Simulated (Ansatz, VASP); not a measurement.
# Ti2CO2 (Ti2CO2 MXene bilayer, AB) in two plane-wave programs

Aim: how closely do two programs agree when they are given the same cell, functional and k mesh? The structure shown is the start of the Ansatz relaxation below; VASP solves that cell, so the two are compared at the walk's first step.

Method: plane waves, with VASP 6.6.1 beside it; single point at r2SCAN with D4, in Ansatz 0.2.0.

### 1. Starting point

The cell holds 10 atoms: 4 O, 4 Ti and 2 C. Cell: a = 3.100 Å, b = 3.100 Å, c = 55.386 Å, α = 90.0°, β = 90.0°, γ = 120.0°. Vacuum lies along c.

### 2. Ansatz: relaxation, r2SCAN with D4

Ansatz runs on its PAW soft_1 files.

The two programs are compared at the cell with which this relaxation starts, whose forces are those of its first step.

Input file input.yaml:

```yaml
crystal:
  lattice:
    - [3.10024, 0.0, 0.0]
    - [-1.55012, 2.6848865978, 0.0]
    - [0.0, 0.0, 55.3861204531]
  atoms:
    - { symbol: O, position: [0.3333333333, 0.6666666667, 0.3899894021] }
    - { symbol: Ti, position: [0.6666666667, 0.3333333333, 0.4098185217] }
    - { symbol: C, position: [0.0, 0.0, 0.431904779] }
    - { symbol: Ti, position: [0.3333333333, 0.6666666667, 0.4539910363] }
    - { symbol: O, position: [0.6666666667, 0.3333333333, 0.4738201559] }
    - { symbol: O, position: [0.6666666667, 0.3333333333, 0.5261798441] }
    - { symbol: Ti, position: [0.0, 0.0, 0.5460089637] }
    - { symbol: C, position: [0.3333333333, 0.6666666667, 0.568095221] }
    - { symbol: Ti, position: [0.6666666667, 0.3333333333, 0.5901814783] }
    - { symbol: O, position: [0.0, 0.0, 0.6100105979] }
  periodic: [true, true, false]
kpoints:
  mp_grid: { grid: [12, 12, 1] }
hamiltonian:
  xc: r2scan
  dispersion: d4
  pseudopotentials: { kind: paw, azcp: { folder: soft_1 } }
scf:
  occupations: { method: fermi_dirac, width: 0.05 }
  convergence: { dr2_threshold: 1.0e-09 }
relax:
  f_tol: 0.004
  max_steps: 90
  cell: {}
output:
  write_potential: true
  write_density: true
  volumetric_format: npy
```

Run with:

```
$ ansatz run input.yaml --threads 4 --pin off --max-ram 6144MiB --backend cpu --events-out ev --progress --plain --runs-dir out
```

Numbers of over 12 decimals in the logs are rounded to 6 here.

What it wrote:

```text
Warning: relax.cell: scf.convergence.dr2_threshold = 1e-9 eV is looser than the 2.03159561578e-10 eV advised for a relaxation that steers and ends on the stress (1e-10 eV for each atom of the cell: 10, times the square of relax.cell.stress_2d_tol = 0.05 N/m over 22.2 Å (the atoms' height at the walk's start and 5 Å past either face), 2.254e-2 GPa, over a crystal's default 0.05). What an SCF threshold leaves in a stress goes as its square root, and in the free energy as the threshold itself, and one threshold admits the most on a small cell: [figures from the program's tests cut] Set scf.convergence.dr2_threshold to 2.03159561578e-10 eV or tighter. [rest of the remark cut]
Engine: ansatz 0.2.0, aarch64-unknown-linux-gnu
Pseudopotentials: kind: paw
Pseudopotential: O, paw, valence charge 6, recommended cutoff 500 eV (meta_gga), soft_1/O.paw.azcp
Pseudopotential: Ti, paw, valence charge 12, recommended cutoff 500 eV (meta_gga), soft_1/Ti.paw.azcp
Pseudopotential: C, paw, valence charge 4, recommended cutoff 500 eV (meta_gga), soft_1/C.paw.azcp
Functional definition: r2SCAN
  parameter k0 = 0.174
  parameter k1 = 0.065
  parameter a1 = 4.9479
  exchange = r2scan_x(k0 = k0, k1 = k1, a1 = a1)
  correlation = r2scan_c
Crystal: 10 atoms, lattice volume = 461.023 Å³
Basis set: ecut = 500 eV, 11757 PW (Γ), exchange–correlation on 96×96×1620 points (64 copies of the dense FFT grid, shifted against one another)
Bands: 50, of which v1, the nominal top of the filled ones, is band 40 counted from 1 (39 counted from 0)
Symmetry: 12 space group operations
Space group: P-3m1 (ITA 164), of the structure as read, at distance tolerance 7.7e-5 Å
k-points: 19 of 144
Non-local potential: O, projectors of the file, l = 0: 2, l = 1: 2, l = 2: 1
Non-local potential: Ti, projectors of the file, l = 0: 3, l = 1: 2, l = 2: 3, l = 3: 1
Non-local potential: C, projectors of the file, l = 0: 2, l = 1: 2, l = 2: 1
PAW form: soft (Blöchl's): semilocal exchange-correlation on the pseudo side does not see the compensation charge
PAW frozen core: O, regenerated for the run's functional (the file was generated under x = pbe(κ = 0.804, μ = 0.219515), c = pbe(β = 0.066725))
PAW frozen core: Ti, regenerated for the run's functional (the file was generated under x = pbe(κ = 0.804, μ = 0.219515), c = pbe(β = 0.066725))
PAW frozen core: C, regenerated for the run's functional (the file was generated under x = pbe(κ = 0.804, μ = 0.219515), c = pbe(β = 0.066725))
PAW one-centre angular grid: O, 302 points (default); XC on 160 Gauss nodes
PAW one-centre angular grid: Ti, 590 points (default); XC on 160 Gauss nodes
PAW one-centre angular grid: C, 302 points (default); XC on 219 of its mesh's 2255 points in the sphere
Initial density: superposition of atomic densities (neutral atoms: chi_scale 0, normalization atom)
Initial wavefunctions: pseudopotential atomic-orbital guess
Functional: x = r2scan, c = r2scan; τ floored in thin density (d = 2e-4 eV/Å³)
SCF iter   1: F=—  HF=-12819.778551 eV  |F-HF|=—  |Δ(HF+E_count)|=         —  Δρ=1.07e-1  dr2=6.58e1  dr2_τ=4.30e0  ethr=3.10e-3  ⟨swp⟩=8.8  Hψ=5133  notcnv=0  defer=5
preconditioner: auto → Resta (q_TF=auto, 2.038 Å⁻¹)  ε∞=2.1  [insulator: Δε(μ)=2.896 eV  Ē_g=11.302 eV  σ=0.050 eV  W_gap=1.00  n_scr=34 (ndim 8)  ℏωp=12.0 eV  f_vac=0.723  D(μ)=0.00/eV (n_scr^D=0)  ε∞_Penn≈2.1  vacuum switching on, ρ_ref=9.3e-3 e/Å³]
SCF iter   2: F=—  HF=-12815.888936 eV  |F-HF|=—  |Δ(HF+E_count)|=    3.89e0  Δρ=1.42e-1  dr2=1.28e2  dr2_τ=1.02e1  ethr=3.10e-3  ⟨swp⟩=6.5  Hψ=3310  notcnv=0  defer=65
preconditioner: auto → LDOS  [metal: Δε(μ)=0.017 eV  Ē_g=6.973 eV  σ=0.050 eV  W_gap=0.09  n_scr=34 (ndim 8)  ℏωp=12.0 eV  f_vac=0.726  D(μ)=5.50/eV (n_scr^D=24)  β→1.0]
SCF iter   3: F=—  HF=-12806.270751 eV  |F-HF|=—  |Δ(HF+E_count)|=    9.62e0  Δρ=2.18e-2  dr2=2.88e0  dr2_τ=2.39e-1  ethr=3.10e-3  ⟨swp⟩=5.7  Hψ=2917  notcnv=0  defer=6
SCF iter   4: F=—  HF=-12805.918556 eV  |F-HF|=—  |Δ(HF+E_count)|=   3.52e-1  Δρ=6.51e-3  dr2=2.08e-1  dr2_τ=1.03e-2  ethr=3.10e-3  ⟨swp⟩=2.9  Hψ=1767  notcnv=0  defer=65
SCF iter   5: F=—  HF=-12805.972414 eV  |F-HF|=—  |Δ(HF+E_count)|=   5.39e-2  Δρ=6.57e-3  dr2=2.63e-1  dr2_τ=1.19e-2  ethr=2.60e-4  ⟨swp⟩=4.4  Hψ=2510  notcnv=0  defer=70
[...]
SCF iter   4: F=—  HF=-12807.939958 eV  |F-HF|=—  |Δ(HF+E_count)|=   7.74e-8  Δρ=1.94e-6  dr2=1.73e-8  dr2_τ=3.18e-9  ethr=7.65e-10  ⟨swp⟩=2.8  Hψ=1625  notcnv=0
SCF iter   5: F=—  HF=-12807.939958 eV  |F-HF|=—  |Δ(HF+E_count)|=   9.97e-9  Δρ=1.33e-6  dr2=3.54e-8  dr2_τ=8.86e-10  ethr=2.17e-11  ⟨swp⟩=3.9  Hψ=2150  notcnv=0
SCF iter   6: F=-12807.939958 eV  HF=-12807.939958 eV  |F-HF|=2.40e-10  |Δ(HF+E_count)|=   1.05e-9  Δρ=5.46e-7  dr2=6.42e-10  dr2_τ=1.93e-10  ethr=1.25e-12  ⟨swp⟩=14.5  Hψ=8336  notcnv=0
SCF 7 converged in 6 iterations: F = -12807.939958 eV  dr2 = 6.42e-10
relax step   7: F+E_penalty+E_count = -12807.93995805 eV  Δ(F+E_penalty+E_count) = +4.482e-3 eV  max|allowed force component| = 8.206e-4 eV/Å  Δτ_max = 0.0000 Å  P = +0.007 N/m  Ω = 435.687 Å³  fix = [c, alpha, beta]  reactions: c +0.000 N/m  stress off target by 7.45e-3 N/m on what of the cell is left free  SCF on the basis re-selected at this cell (its energy is not comparable with the rows above)  (6 SCF iters)
basis re-selected at this cell: Δ(F+E_penalty+E_count) = +4.482e-3 eV, ΔP = +0.014 N/m vs the last step (what re-selecting the basis moved, of the pressure what is left beyond the Pulay correction that the steps carried, after the strain that the cell walked since its last selection, with what the two solves' SCF thresholds leave and, on support functions, any second-order correction that the steps lacked; it is no m [...]
WARN: The output density's exchange-correlation potential varies sharply where the density is thin. Do not read a vacuum level from v_tot or v_xc, or from such a field of the output density. On a cell that repeats whose density bears no net charge and no dipole along the vacuum's axis use v_es (v_loc + v_h of the components); under efield.dipole_correction with no amplitude use v_es + v_field, which holds any externa [...]
SCF converged after 6 iterations
Free energy (F): -12807.939958 eV
Harris-Foulkes:  -12807.939958 eV  (|F-HF|=2.40e-10)
Internal energy: -12807.939641 eV  (E = F + TS)
E sigma→0 (E₀):  -12807.939799 eV
Entropy (-TS):   -0.000318 eV (-0.032 meV/atom)
Fermi energy:    -5.696226 eV
--- Per-component energies (eV) ---
  E_band       = -2154.943519
  E_kinetic    = 1972.092650
  E_local      = -679754.755692  (includes V_loc(G=0)·N_el)
  E_nonlocal   = 481.565857
  E_hartree    = 338579.056875
  E_xc         = -831.784636
  E_vxc        = -1188.818708  (∫ρ·V_xc dr)
  E_paw        = -5055.698077  (= ΣΔE_a)
  E_vpaw       = -898.085185  (= ΣTr[D̂ρ^β])
  E_aug_tail   = 0.001106  (compensation charges beyond the density's cutoff)
  E_vtau       = 74.946896  (kinetic-family band-sum trace: ∫τ·v_τ [+ j·A + Jᵃ·Aᵃ] dr)
  E_ewald      = 331803.461128
  E_disp       = -0.687713  (pairwise vdW)
  E_core_change = -1.191138  (= ΣΔE_core)
  E_smearing   = -0.000318  (= −TS)
  E_closure    = -0.000000  (closes the sum)
  Σ components = -12807.939958   (vs F -12807.939958, Δ=0.00e0)
--- Forces (eV/Å), atoms counted from 1 ---
  atom   1  O      0.00000000     0.00000000    -0.00024411
  atom   2  Ti    -0.00000000     0.00000000    -0.00005498
  atom   3  C     -0.00000000    -0.00000000     0.00082064
  atom   4  Ti     0.00000000    -0.00000000    -0.00064897
  atom   5  O      0.00000000    -0.00000000     0.00039126
  atom   6  O      0.00000000     0.00000000    -0.00039126
  atom   7  Ti     0.00000000     0.00000000     0.00064897
  atom   8  C      0.00000000     0.00000000    -0.00082064
  atom   9  Ti     0.00000000    -0.00000000     0.00005498
  atom  10  O     -0.00000000    -0.00000000     0.00024411
  max |Σ_I F_I| component: 3.70e-17 eV/Å
--- 2D stress c σ (N/m, compression-positive) ---
        0.007450       0.000000       0.000000
        0.000000       0.007450       0.000000
        0.000000       0.000000       0.000000
  P = ½ c Tr σ = 0.0074 N/m
--- Band table (eV; the first three rows and the last of 19) ---
  k-point 0: bands = [... 36 lower, -5.9385, -5.9385, -5.9293, -5.9293, -5.0925, -5.0925, -5.0918, -5.0918, ... 6 higher]
  k-point 1: bands = [... 36 lower, -6.6866, -6.6804, -6.3968, -6.3897, -4.8891, -4.8814, -4.6308, -4.6268, ... 6 higher]
  k-point 2: bands = [... 36 lower, -7.0544, -6.9883, -6.9827, -6.9472, -5.0468, -5.0181, -4.3642, -4.3598, ... 6 higher]
  k-point 18: bands = [... 36 lower, -9.0653, -8.9575, -8.9575, -8.8239, -4.5783, -4.5783, -4.1315, -4.1315, ... 6 higher]
  the weakly bound empty levels are not read free of the cell's end (no_gap_told)
--- Relaxed structure (6 steps of the walk, 6 accepted, 1 SCFs on fresh bases) ---
  F+E_penalty+E_count = -12807.93995805 eV   max|allowed force component| = 8.206e-4 eV/Å   (the final SCF, on the basis selected at the relaxed cell)
  cell:  # Å, volume = 435.6866 Å³
    - [3.013848, 0, 0]
    - [-1.506924, 2.610069, 0]
    - [0, 0, 55.3861204531]
  atoms:
    - { symbol: O, position: [0.333333, 0.666667, 0.392803] }
    - { symbol: Ti, position: [0.666667, 0.333333, 0.408969] }
    - { symbol: C, position: [6.730454325855218e-18, 1.110223024649391e-17, 0.432517] }
    - { symbol: Ti, position: [0.333333, 0.666667, 0.456058] }
    - { symbol: O, position: [0.666667, 0.333333, 0.472205] }
    - { symbol: O, position: [0.666667, 0.333333, 0.527795] }
    - { symbol: Ti, position: [3.187648523527991e-18, 1.1102230246493907e-17, 0.543942] }
    - { symbol: C, position: [0.333333, 0.666667, 0.567483] }
    - { symbol: Ti, position: [0.666667, 0.333333, 0.591031] }
    - { symbol: O, position: [2.200941702845574e-18, 1.110223024649389e-17, 0.607197] }
```

Reading the cycles: dr2 is the Hartree energy of the density residual (eV), the measure of convergence; HF is the Harris–Foulkes estimate of the energy, which meets the free energy F at convergence.

[end of part 1 of 2]

[Lines on the potential files, build, host, timing and source positions are cut from VASP's logs without a mark.]

[Logs are printed without paths, hosts, clocks, repeated set-up lines and the standing remarks that a program may print on its own settings, such as how far it seeks lower states.]

[Hosts, paths, dates, database ids (printed as entryN), source tags and the programs' standing remarks are cut or masked in the printed files.]
